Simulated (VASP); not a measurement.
Data:

```xyz
8
Lattice="4.6678 0.0000 0.0000 0.0000 4.6678 0.0000 0.0000 0.0000 4.6678" Properties=species:S:1:pos:R:3 pbc="T T T"
Si     0.7503     1.5836     3.0842
Si     3.0842     0.7503     1.5836
Si     3.9175     3.9175     3.9175
Si     1.5836     3.0842     0.7503
Ru     4.0469     2.9548     1.7130
Ru     1.7130     4.0469     2.9548
Ru     0.6209     0.6209     0.6209
Ru     2.9548     1.7130     4.0469
```

Method: PBE GGA, VASP's PBE PAW potentials (set 64) (plane waves; VASP). Numerical set-up: 500 eV cut-off, 5×5×5 Γ-centred mesh, Gaussian smearing of 0.050 eV, potentials Si Ru_pv.

Energy and stress use the plane-wave basis of the starting cell.

Question: The ions, cell shape and volume at an external pressure of 20.0 GPa are relaxed. Predict the relaxed structure.

Answer: 
```xyz
8
Lattice="4.6137 0.0000 0.0000 0.0000 4.6137 0.0000 0.0000 0.0000 4.6137" Properties=species:S:1:pos:R:3 pbc="T T T"
Si     0.7368     1.5700     3.0437
Si     3.0437     0.7368     1.5700
Si     3.8769     3.8769     3.8769
Si     1.5700     3.0437     0.7368
Ru     3.9879     2.9327     1.6810
Ru     1.6810     3.9879     2.9327
Ru     0.6258     0.6258     0.6258
Ru     2.9327     1.6810     3.9879
```
Space group P2_13 (198), at a tolerance of 0.03 Å.

Question: How do energy and volume change from the first to the last step?

Answer: The energy (σ→0) changes by +40.5 meV/atom and the volume by -3.4 %, in 11 ionic steps.

The compound is RuSi in the B20 structure. This run relaxes it under an external pressure of 20 GPa. Symmetry was kept, so distortions that lower it aren't found.
